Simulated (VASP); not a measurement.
# CuF (P6_3/mmc) in VASP: a series of runs

The runs below take CuF through single point, with PBE, r2SCAN.

Program: VASP 6.6.1. These are calculated values, not measurements. Logs are shortened: lines on timing, memory, paths and dates and some standing lists are left out, and cuts for length are marked.

### Step 1. The cell of the first run

The structure is hexagonal, space group P6_3/mmc (No. 194). The conventional cell has a = 3.509 Å, b = 3.509 Å, c = 4.901 Å, α = 90.00°, β = 90.00°, γ = 120.00°. Cu (site symmetry -6m2) has 3 F at 2.03 Å as nearest neighbours. F (site symmetry -6m2) is surrounded by 3 Cu at 2.03 Å.

The cell was built by a generator and needn't be a form met in nature.

### Step 2. Single point, PBE (uniaxial_z strain -3.6%)

Contents of INCAR:

```
ALGO = Normal
EDIFF = 1E-6
ENCUT = 520
GGA = PE
ISIF = 2
ISMEAR = -1
LASPH = T
LCHARG = F
LREAL = F
LWAVE = F
NBANDS = 26
NELM = 60
PREC = Accurate
SIGMA = 0.02
```

Contents of KPOINTS:

```
k-points
0
Gamma
  12 12 6
```

Contents of POSCAR:

```
CuF
1.0
    3.5086571400      0.0000000000      0.0000000000
   -1.7543285700      3.0385862164      0.0000000000
    0.0000000000      0.0000000000      4.9010738687
Cu F
2 2
Direct
    0.3333333333      0.6666666667      0.2500000000
    0.6666666667      0.3333333333      0.7500000000
    0.6666666667      0.3333333333      0.2500000000
    0.3333333333      0.6666666667      0.7500000000
```

Potentials or basis: VASP PAW PBE potentials, release 64 (Cu, F).

On the command line:

```
> cat potpaw_PBE.64/Cu/POTCAR potpaw_PBE.64/F/POTCAR > POTCAR
> mpirun -np 1 vasp_std > vasp.out
```

OUTCAR:

```text
EDIFF = 1E-6
   ENCUT = 520
   GGA = PE
   ISIF = 2
   ISMEAR = -1
   LASPH = T
   LREAL = F
   NELM = 60
   PREC = Accurate

 ion  position               nearest neighbor table
   1  0.333  0.667  0.250-   3 2.03   3 2.03   3 2.03
   2  0.667  0.333  0.750-   4 2.03   4 2.03   4 2.03
   3  0.667  0.333  0.250-   1 2.03   1 2.03   1 2.03
   4  0.333  0.667  0.750-   2 2.03   2 2.03   2 2.03

  LATTYP: Found a hexagonal cell.
 ALAT       =     3.5086571400
 C/A-ratio  =     1.3968517507

  Lattice vectors:

 A1 = (   3.5086571400,   0.0000000000,   0.0000000000)
 A2 = (  -1.7543285700,   3.0385862164,   0.0000000000)
 A3 = (   0.0000000000,   0.0000000000,   4.9010738687)

Analysis of symmetry for initial positions (statically):
=====================================================================
 Subroutine PRICEL returns:
 Original cell was already a primitive cell.

 Routine SETGRP: Setting up the symmetry group for a
 hexagonal supercell.

 Subroutine GETGRP returns: Found 24 space group operations
 (whereof 12 operations were pure point group operations)
 out of a pool of 24 trial point group operations.

The static configuration has the point symmetry D_3d.
 The point group associated with its full space group is D_6h.

Analysis of symmetry for dynamics (positions and initial velocities):
=====================================================================
 Subroutine PRICEL returns:
 Original cell was already a primitive cell.

 Routine SETGRP: Setting up the symmetry group for a
 hexagonal supercell.

 Subroutine GETGRP returns: Found 24 space group operations
 (whereof 12 operations were pure point group operations)
 out of a pool of 24 trial point group operations.

The dynamic configuration has the point symmetry D_3d.
 The point group associated with its full space group is D_6h.

 Subroutine INISYM returns: Found 24 space group operations
 (whereof 12 operations are pure point group operations),
 and found     1 'primitive' translations

----------------------------------------------------------------------------------------

                                     Primitive cell

  volume of cell :      52.2521

  direct lattice vectors                    reciprocal lattice vectors
     3.508657140  0.000000000  0.000000000     0.285009324  0.164550210  0.000000000
    -1.754328570  3.038586216  0.000000000     0.000000000  0.329100420  0.000000000
     0.000000000  0.000000000  4.901073869     0.000000000  0.000000000  0.204036917

  length of vectors
     3.508657140  3.508657140  4.901073869     0.329100420  0.329100420  0.204036917

  position of ions in fractional coordinates (direct lattice)
     0.333333333  0.666666667  0.250000000
     0.666666667  0.333333333  0.750000000
     0.666666667  0.333333333  0.250000000
     0.333333333  0.666666667  0.750000000

  ion indices of the primitive-cell ions
   primitive index   ion index
                 1           1
                 2           2
                 3           3
                 4           4

----------------------------------------------------------------------------------------

 KPOINTS: k-points

Automatic generation of k-mesh.
 Grid dimensions read from file:
 generate k-points for:   12   12    6

 Generating k-lattice:

  Cartesian coordinates                     Fractional coordinates (reciprocal lattice)
     0.023750777  0.013712517  0.000000000     0.083333333  0.000000000  0.000000000
     0.000000000  0.027425035  0.000000000     0.000000000  0.083333333  0.000000000
     0.000000000  0.000000000  0.034006153     0.000000000  0.000000000  0.166666667

  Length of vectors
     0.027425035  0.027425035  0.034006153

  Shift w.r.t. Gamma in fractional coordinates (k-lattice)
     0.000000000  0.000000000  0.000000000

 Subroutine IBZKPT returns following result:
 ===========================================

 Found     76 irreducible k-points:

 Following reciprocal coordinates:
            Coordinates               Weight
  0.000000  0.000000  0.000000      1.000000
  0.083333  0.000000  0.000000      6.000000
  0.166667  0.000000  0.000000      6.000000
  0.250000  0.000000  0.000000      6.000000
  0.333333 -0.000000  0.000000      6.000000
  0.416667  0.000000  0.000000      6.000000
[... 16 lines left out ...]
  0.250000  0.000000  0.166667     12.000000
  0.333333 -0.000000  0.166667     12.000000
 [... further k-points ...]
   k-points           NKPTS =     76   k-points in BZ     NKDIM =     76   number of bands    NBANDS=     26
   number of dos      NEDOS =    301   number of ions     NIONS =      4
   total plane-waves  NPLWV =  28224
   dimension x,y,z NGX =    28 NGY =   28 NGZ =   36
   dimension x,y,z NGXF=    56 NGYF=   56 NGZF=   72
   ions per type =               2   2
   NGX,Y,Z   is equivalent  to a cutoff of  13.27, 13.27, 12.21 a.u.
   NGXF,Y,Z  is equivalent  to a cutoff of  26.53, 26.53, 24.42 a.u.
 SYSTEM =  unknown system
   PREC   = accura    normal or accurate (medium, high low for compatibility)
   ISTART =      0    job   : 0-new  1-cont  2-samecut
   ICHARG =      2    charge: 1-file 2-atom 10-const
   ISPIN  =      1    spin polarized calculation?
   LNONCOLLINEAR =      F non collinear calculations
   LSORBIT =      F    spin-orbit coupling
   LASPH  =      T    aspherical Exc in radial PAW
   ENCUT  =  520.0 eV  38.22 Ry    6.18 a.u.   6.52  6.52  9.11*2*pi/ulx,y,z
   NELM   =     60;   NELMIN=  2; NELMDL= -5     # of ELM steps
   EDIFF  = 0.1E-05   stopping-criterion for ELM
   LREAL  =      F    real-space projection
   EDIFFG = 0.1E-04   stopping-criterion for IOM
   NSW    =      0    number of steps for IOM
   IBRION =     -1    ionic relax: 0-MD 1-quasi-New 2-CG
   NFREE  =      0    steps in history (QN), initial steepest desc. (CG)
   ISIF   =      2    stress and relaxation
   ISYM   =      2    0-nonsym 1-usesym 2-fastsym
   POTIM  = 0.5000    time-step for ionic-motion
   TEBEG  =    0.0;   TEEND  =   0.0 temperature during run
   PSTRESS=    0.0 pullay stress
   NELECT =      36.0000    total number of electrons
   NUPDOWN=      -1.0000    fix difference up-down
   EMIN   =  10.00;   EMAX   =-10.00  energy-range for DOS
   EFERMI =   0.00;   METHOD = LEGACY
   ISMEAR =    -1;   SIGMA  =   0.02  broadening in eV -4-tet -1-fermi 0-gaus
   EFERMI_NEDOS =   21; number of points for ismear=-14 and -15
   IALGO  =     38    algorithm
   IMIX   =      4    mixing-type and parameters
     AMIX     =   0.40;   BMIX     =  1.00
     AMIX_MAG =   1.60;   BMIX_MAG =  1.00
  volume/ion in A,a.u.               =      13.06        88.15
  Fermi-wavevector in a.u.,A,eV,Ry     =   1.445909  2.732373 28.445075  2.090654
  Thomas-Fermi vector in A             =   2.564038
   LORBIT       =      0    0 simple, 1 ext, 2 COOP (PROOUT), +10 PAW based schemes
   GGA     = PE    functional components
   LHFCALC =     F    Hartree Fock is set to
   AEXX    =    0.0000 exact exchange contribution
   IVDW    =     0    specifies the selected vdW correction
   LEPSILON=     F    determine dielectric tensor
   LRPA    =     F    only Hartree local field effects (RPA)
 non-spin polarized calculation
  energy-cutoff  :      520.00
  volume of cell :       52.25
 maximum number of plane-waves:      1447
 NGX is ok and might be reduce to    28
   NGX = 13   NGY = 13   NGZ = 19

 number of electron      35.9999965 magnetization

 Free energy of the ion-electron system (eV)
  ---------------------------------------------------
  ext. energy  EPLUGINS =         0.00000000
  ---------------------------------------------------
  free energy    TOTEN  =       -14.16516690 eV

  energy without entropy =      -14.16000474  energy(sigma->0) =      -14.16258582

 E-fermi :   3.5918     XC(G=0): -10.2395

 val. band max:        3.5904401383   @ k =   0.0833   0.0000   0.0000
 cond. band min:       3.5969570051   @ k =   0.0000   0.0000   0.0000
 fundamental gap:      0.0065168668
 Fermi energy:         3.5917628600

 k-point     1 :       0.0000    0.0000    0.0000
  band No.  band energies     occupation
      1     -21.3218      2.00000
      2     -21.0402      2.00000
      3      -3.5923      2.00000
      4      -3.2933      2.00000
      5      -3.2933      2.00000
      6      -3.0555      2.00000
[... 18 lines left out ...]
     25      15.5780      0.00000
     26      17.9638      0.00000

 k-point     2 :       0.0833    0.0000    0.0000
  band No.  band energies     occupation
      1     -21.3103      2.00000
      2     -21.0375      2.00000
      3      -3.5639      2.00000
      4      -3.3364      2.00000
      5      -3.2917      2.00000
      6      -3.1253      2.00000
[... 18 lines left out ...]
     25      15.9489      0.00000
     26      18.8131      0.00000

 k-point     3 :       0.1667    0.0000    0.0000
  band No.  band energies     occupation
      1     -21.2800      2.00000
      2     -21.0321      2.00000
      3      -3.4810      2.00000
      4      -3.4718      2.00000
      5      -3.2833      2.00000
      6      -3.2688      2.00000
[... 18 lines left out ...]
     25      16.6818      0.00000
     26      17.0645      0.00000

 k-point     4 :       0.2500    0.0000    0.0000
  band No.  band energies     occupation
      1     -21.2359      2.00000
      2     -21.0269      2.00000
      3      -3.6744      2.00000
      4      -3.3920      2.00000
      5      -3.3511      2.00000
      6      -3.2651      2.00000
[... 18 lines left out ...]
     25      15.4426      0.00000
     26      17.5562      0.00000
[... 496 lines left out ...]
      1     -21.2626      2.00000
      2     -21.0478      2.00000
      3      -3.6041      2.00000
      4      -3.3716      2.00000
      5      -3.2655      2.00000
      6      -3.2395      2.00000
[... 18 lines left out ...]
     25      16.2530      0.00000
     26      16.6485      0.00000

 k-point    23 :       0.2500    0.0000    0.1667
  band No.  band energies     occupation
      1     -21.2212      2.00000
      2     -21.0400      2.00000
      3      -3.7448      2.00000
      4      -3.5130      2.00000
      5      -3.2432      2.00000
      6      -3.1769      2.00000
[... 18 lines left out ...]
     25      15.4953      0.00000
     26      16.7581      0.00000

 k-point    24 :       0.3333   -0.0000    0.1667
  band No.  band energies     occupation
      1     -21.1755      2.00000
      2     -21.0358      2.00000
      3      -3.9126      2.00000
      4      -3.6024      2.00000
      5      -3.2163      2.00000
      6      -3.0616      2.00000
[... 18 lines left out ...]
     25      14.5437      0.00000
     26      17.0643      0.00000

 [... further k-points ...]
[... 5 lines left out ...]
  --------------------------------------------------------------------------------------
  -------------------------------------------------------------------------------------
  Total        2.2831382      2.2831382      2.1074235      0.0000000      0.0000000      0.0000000
  in kB       70.0066092     70.0066092     64.6187658      0.0000000      0.0000000      0.0000000
  external PRESSURE =      68.2106614 kB  Pullay stress =       0.0000000 kB

 VOLUME and BASIS-vectors are now :
 -----------------------------------------------------------------------------
  energy-cutoff  :      520.00
  volume of cell :       52.25
      direct lattice vectors                 reciprocal lattice vectors
     3.508657140  0.000000000  0.000000000     0.285009324  0.164550210  0.000000000
    -1.754328570  3.038586216  0.000000000     0.000000000  0.329100420  0.000000000
     0.000000000  0.000000000  4.901073869     0.000000000  0.000000000  0.204036917

 POSITION                                       TOTAL-FORCE (eV/Angst)
 -----------------------------------------------------------------------------------
     -0.00000      2.02572      1.22527         0.000000      0.000000      0.000000
      1.75433      1.01286      3.67581        -0.000000     -0.000000      0.000000
      1.75433      1.01286      1.22527         0.000000      0.000000      0.000000
     -0.00000      2.02572      3.67581        -0.000000     -0.000000     -0.000000
 -----------------------------------------------------------------------------------
    total drift:                                0.000000      0.000000     -0.000000

  FREE ENERGIE OF THE ION-ELECTRON SYSTEM (eV)
  ---------------------------------------------------
  free  energy   TOTEN  =       -14.1651668986 eV

  energy  without entropy=      -14.1600047390  energy(sigma->0) =      -14.16258582
```

Wall time 38 s (1 thread of Intel Xeon 6975P-C (Granite Rapids), shared host); peak memory 0.22 GiB.

What came out:

```
Free energy            : -14.1652 eV
Pressure               : 6.8 GPa
Band gap on the k mesh : none (metal or under the smearing width)
```

Caveat: the run has no spin polarisation, though such a crystal can be magnetic; semilocal functionals often make such compounds metallic where correlation or magnetic order opens a gap, which also shifts bond lengths.

### Step 3. Single point, r2SCAN (biaxial_xy strain +2.9%)

Contents of POSCAR:

```
CuF
1.0
    3.6086538685      0.0000000000      0.0000000000
   -1.8043269342      3.1251859236      0.0000000000
    0.0000000000      0.0000000000      5.0825198265
Cu F
2 2
Direct
    0.3333333333      0.6666666667      0.2500000000
    0.6666666667      0.3333333333      0.7500000000
    0.6666666667      0.3333333333      0.2500000000
    0.3333333333      0.6666666667      0.7500000000
```

Contents of INCAR.step1:

```
SYSTEM = CuF
ALGO = Normal
EDIFF = 1E-4
ENCUT = 520
GGA = PE
ISMEAR = -1
LASPH = .True.
LCHARG = .False.
LREAL = .False.
LWAVE = .True.
NBANDS = 26
NELM = 60
PREC = Accurate
SIGMA = 0.02
```

Contents of INCAR.step2:

```
SYSTEM = CuF
ALGO = Normal
EDIFF = 1E-7
ENCUT = 520
ISIF = 2
ISMEAR = -1
ISTART = 1
LASPH = .True.
LCHARG = .False.
LMIXTAU = .True.
LREAL = .False.
LWAVE = .False.
METAGGA = R2SCAN
NBANDS = 26
NELM = 60
PREC = Accurate
SIGMA = 0.02
```

Contents of KPOINTS:

```
k-points
0
Gamma
  12 12 6
  0 0 0
```

Potentials or basis: VASP PAW PBE potentials, release 64 (Cu, F).

On the command line:

```
> cat potpaw_PBE.64/Cu/POTCAR potpaw_PBE.64/F/POTCAR > POTCAR
> cp INCAR.step1 INCAR
> mpirun -np 1 vasp_std > vasp.out
> cp INCAR.step2 INCAR
> mpirun -np 1 vasp_std > vasp.out
```

OUTCAR:

```text
SYSTEM = CuF
   EDIFF = 1E-7
   ENCUT = 520
   ISIF = 2
   ISMEAR = -1
   ISTART = 1
   LASPH = .True.
   LREAL = .False.
   METAGGA = R2SCAN
   NELM = 60
   PREC = Accurate

 ion  position               nearest neighbor table
   1  0.333  0.667  0.250-   3 2.08   3 2.08   3 2.08
   2  0.667  0.333  0.750-   4 2.08   4 2.08   4 2.08
   3  0.667  0.333  0.250-   1 2.08   1 2.08   1 2.08
   4  0.333  0.667  0.750-   2 2.08   2 2.08   2 2.08

  LATTYP: Found a hexagonal cell.
 ALAT       =     3.6086538685
 C/A-ratio  =     1.4084254162

  Lattice vectors:

 A1 = (   3.6086538685,   0.0000000000,   0.0000000000)
 A2 = (  -1.8043269342,   3.1251859236,   0.0000000000)
 A3 = (   0.0000000000,   0.0000000000,   5.0825198265)

Analysis of symmetry for initial positions (statically):
=====================================================================
 Subroutine PRICEL returns:
 Original cell was already a primitive cell.

 Routine SETGRP: Setting up the symmetry group for a
 hexagonal supercell.

 Subroutine GETGRP returns: Found 24 space group operations
 (whereof 12 operations were pure point group operations)
[... 165 lines left out ...]
  ext. energy  EPLUGINS =         0.00000000
  ---------------------------------------------------
  free energy    TOTEN  =       -31.57388212 eV

  energy without entropy =      -31.56996832  energy(sigma->0) =      -31.57192522

 E-fermi :   2.5668     XC(G=0): -10.2433

 val. band max:        2.5637990416   @ k =   0.0000   0.0000   0.5000
 cond. band min:       2.5698486682   @ k =   0.0833   0.0833   0.0000
 fundamental gap:      0.0060496266
 Fermi energy:         2.5668166727

 k-point     1 :       0.0000    0.0000    0.0000
  band No.  band energies     occupation
      1     -23.2907      2.00000
      2     -23.0946      2.00000
      3      -4.3481      2.00000
      4      -4.1140      2.00000
      5      -4.1140      2.00000
      6      -3.9107      2.00000
[... 685 lines left out ...]
     25      13.4798      0.00000
     26      16.0163      0.00000

 [... further k-points ...]
[... 5 lines left out ...]
  --------------------------------------------------------------------------------------
  -------------------------------------------------------------------------------------
  Total       -1.8615050     -1.8615050     -0.9235499     -0.0000000      0.0000000      0.0000000
  in kB      -52.0324917    -52.0324917    -25.8149198     -0.0000000      0.0000000      0.0000000
  external PRESSURE =     -43.2933011 kB  Pullay stress =       0.0000000 kB

 VOLUME and BASIS-vectors are now :
 -----------------------------------------------------------------------------
  energy-cutoff  :      520.00
  volume of cell :       57.32
      direct lattice vectors                 reciprocal lattice vectors
     3.608653868  0.000000000  0.000000000     0.277111642  0.159990481  0.000000000
    -1.804326934  3.125185924  0.000000000     0.000000000  0.319980963  0.000000000
     0.000000000  0.000000000  5.082519826     0.000000000  0.000000000  0.196752799

 POSITION                                       TOTAL-FORCE (eV/Angst)
 -----------------------------------------------------------------------------------
     -0.00000      2.08346      1.27063        -0.000000      0.000000      0.000000
      1.80433      1.04173      3.81189         0.000000      0.000000      0.000000
      1.80433      1.04173      1.27063        -0.000000      0.000000      0.000000
     -0.00000      2.08346      3.81189         0.000000     -0.000000      0.000000
 -----------------------------------------------------------------------------------
    total drift:                                0.000000     -0.000000      0.000000

  FREE ENERGIE OF THE ION-ELECTRON SYSTEM (eV)
  ---------------------------------------------------
  free  energy   TOTEN  =       -31.5738821197 eV

  energy  without entropy=      -31.5699683197  energy(sigma->0) =      -31.57192522
```

It took 3.4 min on 1 thread of Intel Xeon 6975P-C (Granite Rapids), shared host; peak memory 0.24 GiB.

What came out:

- Free energy: -31.5739 eV
- Pressure: -4.3 GPa
- Band gap on the k mesh: none (metal or under the smearing width)

Levels at points of the mesh, in eV from the Fermi level:
```tsv
k point	band 16	band 17	band 18	band 19	band 20	band 21
(0.00, 0.00, 0.00)	-0.02	-0.02	0.01	0.01	4.03	5.57
(0.50, 0.00, 0.00)	-0.59	-0.56	-0.45	3.35	4.14	6.74
(0.00, 0.00, 0.50)	0.00	0.00	0.00	0.89	0.89	9.89
(0.50, 0.00, 0.50)	-0.50	-0.41	-0.41	4.35	4.35	5.30
```

Caveat: the PAW data sets were made with another functional, which shifts forces and pressure a little; the run has no spin polarisation, though such a crystal can be magnetic; semilocal functionals often make such compounds metallic where correlation or magnetic order opens a gap, which also shifts bond lengths.

[end of part 1 of 2]
